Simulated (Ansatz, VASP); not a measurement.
## Mo (ladder Mo chain): VASP beside Ansatz

Wanted: the spread between two codes on one cell, functional and k mesh. The structure shown is the end of the Ansatz relaxation below.

Main program and level: Ansatz 0.2.0; plane waves, with VASP 6.6.1 beside it; PBE, LDA and PBEsol.

## 1. Starting point

The cell holds 2 atoms: 2 Mo. Its edges and angles: a = 9.000 Å, b = 7.500 Å, c = 3.093 Å, α = 90.0°, β = 90.0°, γ = 90.0°. Vacuum lies along a and b. The structure's axis is c.

As a file:

```cif
data_structure
_symmetry_space_group_name_H-M 'P 1'
_symmetry_Int_Tables_number 1
_cell_length_a 9.0000
_cell_length_b 7.5000
_cell_length_c 3.0931
_cell_angle_alpha 90.000
_cell_angle_beta 90.000
_cell_angle_gamma 90.000
_cell_volume 208.78
loop_
_atom_site_label
_atom_site_type_symbol
_atom_site_fract_x
_atom_site_fract_y
_atom_site_fract_z
_atom_site_occupancy
Mo1 Mo 0.41188 0.50000 0.00000 1
Mo2 Mo 0.58812 0.50000 0.50000 1
```

## 2. Ansatz: relaxation, PBE

Ansatz runs on its default PAW (the set named soft_2) files.

This run makes the geometry at which the two programs are then compared.

Contents of input.yaml:

```yaml
crystal:
  lattice:
    - [9.0, 0.0, 0.0]
    - [0.0, 7.5, 0.0]
    - [0.0, 0.0, 3.01378]
  atoms:
    - { symbol: Mo, position: [0.356951111, 0.5, 0.0] }
    - { symbol: Mo, position: [0.643048889, 0.5, 0.5] }
kpoints:
  mp_grid: { grid: [1, 1, 27] }
scf:
  occupations: { method: fermi_dirac, width: 0.05 }
hamiltonian:
  xc: pbe
relax:
  cell: { fix: [a, b, alpha, beta, gamma] }
  max_steps: 60
```

The run is started by

```sh
ansatz run input.yaml --threads 4 --pin off --max-ram 8192MiB --backend cpu --events-out ev --progress --plain --runs-dir out
```

Numbers of over 12 decimals in the logs are rounded to 6 here.

What it wrote:

```text
Engine: ansatz 0.2.0, aarch64-unknown-linux-gnu
Pseudopotentials: kind: paw
Pseudopotential: Mo, paw, valence charge 14, recommended cutoff 420 eV (normal), Mo.paw.azcp
Functional definition: PBE
  parameter kappa = 0.804
  parameter beta = 0.066725
  exchange = pbe_x(kappa = kappa, mu = beta*pi^2/3)
  correlation = pbe_c(beta = beta)
Crystal: 2 atoms, lattice volume = 203.430 Å³
Basis set: ecut = 420 eV, 3949 PW (Γ), exchange–correlation on 128×108×48 points (8 copies of the dense FFT grid, shifted against one another)
Bands: 18, of which v1, the nominal top of the filled ones, is band 14 counted from 1 (13 counted from 0)
Symmetry: 8 space group operations
Space group: Pmma (ITA 51), of the structure as read, at distance tolerance 5.9e-5 Å
k-points: 14 of 27
Non-local potential: Mo, projectors of the file, l = 0: 3, l = 1: 2, l = 2: 2, l = 3: 1
PAW form: soft (Blöchl's): semilocal exchange-correlation on the pseudo side does not see the compensation charge
PAW one-centre angular grid: Mo, 590 points (default); XC on 64 Gauss nodes
Initial density: superposition of atomic densities (neutral atoms: chi_scale 0, normalization atom), corrected by the library's trained network
Initial wavefunctions: pseudopotential atomic-orbital guess
Functional: x = pbe(κ = 0.804, μ = 0.219515), c = pbe(β = 0.066725)
SCF iter   1: F=—  HF=-9902.083998 eV  |F-HF|=—  |Δ(HF+E_count)|=         —  Δρ=6.13e-3  dr2=1.18e-1  ethr=1.77e-3  ⟨swp⟩=5.1  Hψ=1100  notcnv=0
preconditioner: auto → LDOS  [metal: Δε(μ)=0.014 eV  Ē_g=1.532 eV  σ=0.050 eV  W_gap=0.07  n_scr=20 (ndim 8)  ℏωp=9.0 eV  f_vac=0.557  D(μ)=10.03/eV (n_scr^D=96)  β→1.0]
SCF iter   2: F=—  HF=-9902.076809 eV  |F-HF|=—  |Δ(HF+E_count)|=   7.19e-3  Δρ=4.45e-3  dr2=5.55e-2  ethr=4.20e-4  ⟨swp⟩=2.6  Hψ=514  notcnv=0
SCF iter   3: F=—  HF=-9902.071665 eV  |F-HF|=—  |Δ(HF+E_count)|=   5.14e-3  Δρ=9.00e-4  dr2=4.59e-3  ethr=1.98e-4  ⟨swp⟩=2.2  Hψ=410  notcnv=0
SCF iter   4: F=—  HF=-9902.071619 eV  |F-HF|=—  |Δ(HF+E_count)|=   4.67e-5  Δρ=3.09e-4  dr2=2.13e-4  ethr=1.64e-5  ⟨swp⟩=2.1  Hψ=345  notcnv=0
SCF iter   5: F=—  HF=-9902.071670 eV  |F-HF|=—  |Δ(HF+E_count)|=   5.16e-5  Δρ=1.09e-4  dr2=6.57e-5  ethr=7.60e-7  ⟨swp⟩=2.1  Hψ=394  notcnv=0
SCF iter   6: F=—  HF=-9902.071669 eV  |F-HF|=—  |Δ(HF+E_count)|=   1.24e-6  Δρ=2.46e-5  dr2=2.26e-6  ethr=2.35e-7  ⟨swp⟩=2.0  Hψ=338  notcnv=0
SCF iter   7: F=—  HF=-9902.071670 eV  |F-HF|=—  |Δ(HF+E_count)|=   1.26e-6  Δρ=1.19e-5  dr2=5.00e-7  ethr=8.08e-9  ⟨swp⟩=2.4  Hψ=368  notcnv=0
SCF iter   8: F=-9902.071671 eV  HF=-9902.071671 eV  |F-HF|=1.63e-8  |Δ(HF+E_count)|=   6.26e-7  Δρ=4.59e-6  dr2=2.76e-8  ethr=3.57e-10  ⟨swp⟩=3.6  Hψ=993  notcnv=0
SCF 1 converged in 8 iterations: F = -9902.071671 eV  dr2 = 2.76e-8
  greatest PAW one-centre occupation: 0.998 electrons in one spin orbital (limit 2), on the Mo atom at site 1 (counted from 0), in its partial waves of l = 0
relax step   1: F+E_penalty+E_count = -9902.07167107 eV  Δ(F+E_penalty+E_count) = +0.000e0 eV  max|allowed force component| = 3.614e0 eV/Å  Δτ_max = 0.0000 Å  P = -6.753 GPa  Ω = 203.430 Å³  fix = [a, b, alpha, beta, gamma]  reactions: a -7.219, b -0.329 GPa  (8 SCF iters, dr2 threshold 1.00e-7 eV, accepted)
[...]
relax step   7: F+E_penalty+E_count = -9906.04432055 eV  Δ(F+E_penalty+E_count) = -2.941e-2 eV  max|allowed force component| = 3.458e-1 eV/Å  Δτ_max = 0.0246 Å  P = +0.078 GPa  Ω = 208.493 Å³  energy of the carried Pulay correction = -1.558e-4 eV  fix = [a, b, alpha, beta, gamma]  reactions: a +0.291, b -0.357 GPa  (6 SCF iters, dr2 threshold 2.00e-7 eV, accepted)
[...]
relax step   8: F+E_penalty+E_count = -9906.04599406 eV  Δ(F+E_penalty+E_count) = -1.674e-3 eV  max|allowed force component| = 1.048e-1 eV/Å  Δτ_max = 0.0041 Å  P = -0.053 GPa  Ω = 208.377 Å³  energy of the carried Pulay correction = -1.523e-4 eV  fix = [a, b, alpha, beta, gamma]  reactions: a +0.003, b -0.358 GPa  (5 SCF iters, dr2 threshold 2.00e-7 eV, accepted)
[...]
relax step   9: F+E_penalty+E_count = -9906.04632924 eV  Δ(F+E_penalty+E_count) = -3.352e-4 eV  max|allowed force component| = 1.037e-2 eV/Å  Δτ_max = 0.0009 Å  P = -0.150 GPa  Ω = 208.736 Å³  energy of the carried Pulay correction = -1.632e-4 eV  fix = [a, b, alpha, beta, gamma]  reactions: a -0.114, b -0.357 GPa  (4 SCF iters, dr2 threshold 2.00e-7 eV, accepted)
[...]
relax step  10: F+E_penalty+E_count = -9906.04633194 eV  Δ(F+E_penalty+E_count) = -2.699e-6 eV  max|allowed force component| = 1.842e-4 eV/Å  Δτ_max = 0.0001 Å  P = -0.161 GPa  Ω = 208.785 Å³  energy of the carried Pulay correction = -1.647e-4 eV  fix = [a, b, alpha, beta, gamma]  reactions: a -0.127, b -0.357 GPa  (4 SCF iters, dr2 threshold 6.73e-9 eV, accepted)
[...]
relax step  11: F+E_penalty+E_count = -9906.04654117 eV  Δ(F+E_penalty+E_count) = -2.092e-4 eV  max|allowed force component| = 4.232e-4 eV/Å  Δτ_max = 0.0000 Å  P = -0.160 GPa  Ω = 208.785 Å³  fix = [a, b, alpha, beta, gamma]  reactions: a -0.125, b -0.356 GPa  stress off target by 1.13e-3 GPa on what of the cell is left free  SCF on the basis re-selected at this cell (its energy is not comparable with the rows above)  (8 SCF iters)
basis re-selected at this cell: Δ(F+E_penalty+E_count) = -2.092e-4 eV, ΔP = +0.001 GPa vs the last step (what re-selecting the basis moved, of the pressure what is left beyond the Pulay correction that the steps carried, after the strain that the cell walked since its last selection, with what the two solves' SCF thresholds leave and, on support functions, any second-order correction that the steps lacked; it is no m [...]
SCF converged after 8 iterations
Free energy (F): -9906.046541 eV
Harris-Foulkes:  -9906.046541 eV  (|F-HF|=1.82e-12)
Internal energy: -9906.036778 eV  (E = F + TS)
E sigma→0 (E₀):  -9906.041660 eV
Entropy (-TS):   -0.009763 eV (-4.881 meV/atom)
Fermi energy:    0.423263 eV
--- Per-component energies (eV) ---
  E_band       = -678.302055
  E_kinetic    = 884.235853
  E_local      = -7155.969880  (includes V_loc(G=0)·N_el)
  E_nonlocal   = 295.954675
  E_hartree    = 3020.556628
  E_xc         = -361.589695
  E_vxc        = -450.504413  (∫ρ·V_xc dr)
  E_paw        = -6406.206657  (= ΣΔE_a)
  E_vpaw       = -293.131474  (= ΣTr[D̂ρ^β])
  E_aug_tail   = 0.000085  (compensation charges beyond the density's cutoff)
  E_ewald      = -183.017788
  E_smearing   = -0.009763  (= −TS)
  E_closure    = 0.000000  (closes the sum)
  Σ components = -9906.046541   (vs F -9906.046541, Δ=0.00e0)
--- Forces (eV/Å), atoms counted from 1 ---
  atom   1  Mo     0.00042317     0.00000000     0.00000000
  atom   2  Mo    -0.00042317     0.00000000     0.00000000
  max |Σ_I F_I| component: 1.08e-19 eV/Å
--- Stress (GPa, compression-positive) ---
       -0.124837       0.000000       0.000000
        0.000000      -0.356164       0.000000
        0.000000       0.000000       0.001133
  P = ⅓ Tr σ = -0.1600 GPa (-1.600 kbar)
--- Relaxed structure (10 steps of the walk, 9 accepted, 1 SCFs on fresh bases) ---
  F+E_penalty+E_count = -9906.04654117 eV   max|allowed force component| = 4.232e-4 eV/Å   (the final SCF, on the basis selected at the relaxed cell)
  cell:  # Å, volume = 208.7850 Å³
    - [9.0, 0.0, 0.0]
    - [0.0, 7.5, 0.0]
    - [0.0, 0.0, 3.093110]
  atoms:
    - { symbol: Mo, position: [0.411877, 0.5, 0.0] }
    - { symbol: Mo, position: [0.588123, 0.5, 0.5] }
```

## 3. VASP: single point, PBE

The same cell, functional, mesh and smearing now go to VASP, with its own data sets.

Lines of VASP's logs that name or quote its potential files are left out, and so is its time.

Contents of INCAR:

```
SYSTEM = Mo
PREC = Accurate
ENCUT = 500
EDIFF = 1E-06
NELM = 120
ISMEAR = -1
SIGMA = 0.05
LREAL = .FALSE.
ALGO = Normal
GGA = PE
NBANDS = 20
LASPH = .TRUE.
LORBIT = 11
LWAVE = .FALSE.
LCHARG = .FALSE.
ISIF = 2
GGA_COMPAT = .FALSE.
EFERMI = MIDGAP
KPAR = 2
```

Contents of POSCAR:

```
Mo
1.0
    9.0000000000      0.0000000000      0.0000000000
    0.0000000000      7.5000000000      0.0000000000
    0.0000000000      0.0000000000      3.0931104266
Mo
2
Direct
    0.4118771757      0.5000000000      0.0000000000
    0.5881228243      0.5000000000      0.5000000000
```

Contents of KPOINTS:

```
Automatic mesh
0
Gamma
1 1 27
0 0 0
```

The projector-augmented-wave data sets are Mo_sv (PBE family, release 64).

The run is started by

```sh
mpirun -np 2 vasp_std
```

What it wrote:

```text
[banner, memory and clock lines left out]
running    2 mpi-ranks, on    1 nodes
 distrk:  each k-point on    1 cores,    2 groups
 distr:  one band on    1 cores,    1 groups

 POSCAR found type information on POSCAR Mo
 POSCAR found :  1 types and       2 ions
 LDA part: xc-table for (Slater+PW92), standard interpolation
 POSCAR, INCAR and KPOINTS ok, starting setup
 FFT: planning ... GRIDC
 FFT: planning ... GRID_SOFT
 FFT: planning ... GRID
 WAVECAR not read
 entering main loop
       N       E                     dE             d eps       ncg     rms          rms(c)
DAV:   1     0.186025451243E+03    0.18603E+03   -0.16197E+04   800   0.107E+03
DAV:   2    -0.865475423083E+01   -0.19468E+03   -0.18765E+03   760   0.282E+02
DAV:   3    -0.177865409637E+02   -0.91318E+01   -0.88340E+01   688   0.504E+01
DAV:   4    -0.180519510948E+02   -0.26541E+00   -0.26266E+00   740   0.698E+00
DAV:   5    -0.180541419760E+02   -0.21909E-02   -0.21897E-02   712   0.674E-01    0.172E+01
DAV:   6    -0.162088429679E+02    0.18453E+01   -0.32246E+00   624   0.131E+01    0.816E+00
DAV:   7    -0.158685215093E+02    0.34032E+00   -0.15994E+00   724   0.760E+00    0.109E+00
DAV:   8    -0.158592227827E+02    0.92987E-02   -0.14548E-01   620   0.367E+00    0.371E-01
DAV:   9    -0.158552449413E+02    0.39778E-02   -0.10606E-02   676   0.857E-01    0.236E-01
DAV:  10    -0.158553451540E+02   -0.10021E-03   -0.63264E-03   780   0.331E-01    0.840E-02
DAV:  11    -0.158576322283E+02   -0.22871E-02   -0.20832E-03   612   0.325E-01    0.969E-02
DAV:  12    -0.158587220117E+02   -0.10898E-02   -0.47532E-04   616   0.142E-01    0.380E-02
DAV:  13    -0.158596477217E+02   -0.92571E-03   -0.82673E-04   600   0.120E-01    0.160E-02
DAV:  14    -0.158598067238E+02   -0.15900E-03   -0.12830E-04   620   0.551E-02    0.904E-03
DAV:  15    -0.158598332834E+02   -0.26560E-04   -0.18600E-05   476   0.183E-02    0.223E-03
DAV:  16    -0.158598337523E+02   -0.46890E-06   -0.20330E-06   532   0.849E-03
   1 F= -.15859834E+02 E0= -.15855155E+02  d E =-.935656E-02
```

From OUTCAR (step 3):

```text
ion  position               nearest neighbor table
   1  0.412  0.500  0.000-   2 2.22   2 2.22
   2  0.588  0.500  0.500-   1 2.22   1 2.22

  LATTYP: Found a simple orthorhombic cell.
 ALAT       =     3.0931104266
 B/A-ratio  =     2.4247436934
 C/A-ratio  =     2.9096924321

 Subroutine GETGRP returns: Found  8 space group operations
 (whereof  4 operations were pure point group operations)

The static configuration has the point symmetry C_2v.
 The point group associated with its full space group is D_2h.

 Found     14 irreducible k-points:

   k-points           NKPTS =     14   k-points in BZ     NKDIM =     14   number of bands    NBANDS=     20

   dimension x,y,z NGX =    70 NGY =   56 NGZ =   24
   dimension x,y,z NGXF=   140 NGYF=  112 NGZF=   48

   ENCUT  =  500.0 eV  36.75 Ry    6.06 a.u.  16.41 13.67  5.64*2*pi/ulx,y,z

   NELECT =      28.0000    total number of electrons

 k-points in reciprocal lattice and weights: Automatic mesh
   0.00000000  0.00000000  0.00000000       0.037
   0.00000000  0.00000000  0.03703704       0.074
   0.00000000  0.00000000  0.07407407       0.074
   0.00000000  0.00000000  0.11111111       0.074
   0.00000000  0.00000000  0.14814815       0.074
   0.00000000  0.00000000  0.18518519       0.074
   0.00000000  0.00000000  0.22222222       0.074
   0.00000000  0.00000000  0.25925926       0.074
   0.00000000  0.00000000  0.29629630       0.074
[...]
0.00000000  0.00000000  0.44444444       0.074
   0.00000000  0.00000000  0.48148148       0.074

 average (electrostatic) potential at core
       1 -82.3190       2 -82.3190

 E-fermi :  -0.8425

 k-point     1 :       0.0000    0.0000    0.0000
  band No.  band energies     occupation
    ...
     10      -4.1227      2.00000
     11      -3.4454      2.00000
     12      -2.8918      2.00000
     13      -2.8702      2.00000
     14      -1.6125      2.00000
     15      -0.7646      0.34799
     16      -0.5883      0.01233
     17       0.3626      0.00000
     18       0.4147      0.00000
     19       0.4660      0.00000
    ...

 k-point     2 :       0.0000    0.0000    0.0370
  band No.  band energies     occupation
    ...
     10      -4.0858      2.00000
     11      -3.4569      2.00000
     12      -2.8785      2.00000
     13      -2.8780      2.00000
     14      -1.7125      2.00000
     15      -0.7253      0.17520
     16      -0.4868      0.00163
     17       0.3818      0.00000
     18       0.4240      0.00000
     19       0.4355      0.00000
    ...

 k-point     3 :       0.0000    0.0000    0.0741
  band No.  band energies     occupation
    ...
     10      -3.9759      2.00000
     11      -3.4871      2.00000
     12      -2.9020      2.00000
     13      -2.8388      2.00000
     14      -1.9390      2.00000
     15      -0.6137      0.02041
     16      -0.2560      0.00002
     17       0.3602      0.00000
     18       0.4392      0.00000
     19       0.4530      0.00000
    ...

  Total        0.3606762     -0.4698668      0.4703542      0.0000000      0.0000000      0.0000000
  in kB        2.7677629     -3.6056714      3.6094117      0.0000000      0.0000000      0.0000000
  external PRESSURE =       0.9238344 kB  Pullay stress =       0.0000000 kB

  energy-cutoff  :      500.00
  volume of cell :      208.78
      direct lattice vectors                 reciprocal lattice vectors
     9.000000000  0.000000000  0.000000000     0.111111111  0.000000000  0.000000000
     0.000000000  7.500000000  0.000000000     0.000000000  0.133333333  0.000000000
     0.000000000  0.000000000  3.093110427     0.000000000  0.000000000  0.323299159

 POSITION                                       TOTAL-FORCE (eV/Angst)
 -----------------------------------------------------------------------------------
      3.70689      3.75000      0.00000        -0.333138      0.000000      0.000000
      5.29311      3.75000      1.54656         0.333138      0.000000      0.000000
 -----------------------------------------------------------------------------------
    total drift:                                0.000000      0.000000     -0.000000

  FREE ENERGIE OF THE ION-ELECTRON SYSTEM (eV)
  ---------------------------------------------------
  free  energy   TOTEN  =       -15.8598337523 eV

  energy  without entropy=      -15.8504771940  energy(sigma->0) =      -15.85515547

 total charge
# of ion       s       p       d       tot
------------------------------------------
    1        2.392   6.053   4.363  12.808
    2        2.392   6.053   4.363  12.808
--------------------------------------------------
tot          4.784  12.107   8.726  25.617

[... 3 further parts left out ...]
```

## 4. Differences

Known differences besides the potentials themselves: the cutoff is 420 eV in Ansatz and 500 eV in VASP; Ansatz's pressure holds a Pulay correction, VASP's none. Total energies have different zeros and are not compared.

Both answers:

```tsv
quantity	Ansatz	VASP	difference
pressure (GPa)	-0.16	0.09	-0.25
gap on the k mesh (eV)	0.169	0.177	-0.008
```

Forces (eV/Å; atoms numbered as in POSCAR):

```tsv
atom	Ansatz x, y, z	VASP x, y, z
Mo1	0.000, 0.000, 0.000	-0.333, 0.000, 0.000
Mo2	0.000, 0.000, 0.000	0.333, 0.000, 0.000
```

The forces differ by 193 meV/Å r.m.s., where the r.m.s. force is 0.000 eV/Å in Ansatz and 0.192 eV/Å in VASP: the atoms lie near their places of rest in Ansatz, so a percentage would say little (all taken over all components). A gap on the mesh is an upper bound, since the band edges may lie between its points.

## 5. Ansatz: relaxation, LDA

This run makes the geometry at which the two programs are then compared. The cell compared in this pair holds 204.09 Å³, against 208.78 Å³ for the pair before.

The structure compared here is the end of the Ansatz relaxation.

input.yaml, the sections that differ from step 2:

```yaml
crystal:
  lattice:
    - [9.0, 0.0, 0.0]
    - [0.0, 7.5, 0.0]
    - [0.0, 0.0, 3.01378]
  atoms:
    - { symbol: Mo, position: [0.356951111, 0.5, 0.0], spin: 3.0 }
    - { symbol: Mo, position: [0.643048889, 0.5, 0.5], spin: 3.0 }
magnetization:
  spin_polarized: true
hamiltonian:
  xc: lda
# kpoints, scf, relax: as in step 2
```

The run is started by

```sh
ansatz run input.yaml --threads 4 --pin off --max-ram 8192MiB --backend cpu --events-out ev --progress --plain --runs-dir out
```

What it wrote:

```text
[...]
Crystal: 2 atoms, lattice volume = 203.430 Å³
Basis set: ecut = 420 eV, 3949 PW (Γ)
Bands: 21, of which v1, the nominal top of the filled ones, is band 14 counted from 1 (13 counted from 0)
Symmetry: 8 space group operations
[...]
k-points: 14 of 27
[...]
Starting moments: Σ|m| = 6 μB on 2 of 2 sites
[...]
0.000000      -0.385592       0.000000
        0.000000       0.000000       0.001337
  P = ⅓ Tr σ = -0.1587 GPa (-1.587 kbar)
--- Relaxed structure (9 steps of the walk, 8 accepted, 1 SCFs on fresh bases) ---
[...]
cell:  # Å, volume = 204.0942 Å³
    - [9.0, 0.0, 0.0]
    - [0.0, 7.5, 0.0]
    - [0.0, 0.0, 3.023618]
  atoms:
    - { symbol: Mo, position: [0.412475, 0.5, 0.0] }
    - { symbol: Mo, position: [0.587525, 0.5, 0.5] }
[key lines of the parts left out:]
SCF converged after 6 iterations
Magnetization: 0.0000 μB (14.0000 up, 14.0000 down)
Free energy (F): -9678.790557 eV
Fermi energy:    0.206740 eV
```

[end of part 1 of 2]

[Lines on the potential files, build, host, timing and source positions are cut from VASP's logs without a mark.]

[Logs are printed without paths, hosts, clocks, repeated set-up lines and the standing remarks that a program may print on its own settings, such as how far it seeks lower states.]

[Hosts, paths, dates, database ids (printed as entryN), source tags and the programs' standing remarks are cut or masked in the printed files.]
